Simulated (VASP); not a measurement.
Consider the following.

```xyz
5
Lattice="1.9664 -3.4060 0.0000 1.9664 3.4060 0.0000 0.0000 0.0000 6.1062" Properties=species:S:1:pos:R:3 pbc="T T T"
La     1.9664     1.1353     1.5014
La     1.9664    -1.1353     4.6048
O      0.0000     0.0000     0.0000
O      1.9664     1.1353     3.9463
O      1.9664    -1.1353     2.1599
```

All values below come from r2SCAN meta-GGA, VASP's PBE PAW potentials (set 64) (plane waves; VASP 6.6.1). Run with 520 eV cut-off, 7×7×4 Γ-centred mesh, tetrahedra with Blöchl corrections, potentials La O.

The cores are frozen, which limits the accuracy of field gradients.

**Question.** Give the principal components of the electric field gradient (V/Å²) and the asymmetry η at each nucleus.

**Answer.** 
```json
[
 {"atom": "La1", "Vxx": "-58.5", "Vyy": "-58.5", "Vzz": "117.1", "η": "0.00"},
 {"atom": "La2", "Vxx": "-58.5", "Vyy": "-58.5", "Vzz": "117.1", "η": "0.00"},
 {"atom": "O3", "Vxx": "4.5", "Vyy": "4.5", "Vzz": "-9.0", "η": "0.00"},
 {"atom": "O4", "Vxx": "-4.1", "Vyy": "-4.1", "Vzz": "8.2", "η": "0.00"},
 {"atom": "O5", "Vxx": "-4.1", "Vyy": "-4.1", "Vzz": "8.2", "η": "0.00"}
]
```

The compound is La2O3 in the a-type structure. It was relaxed first.
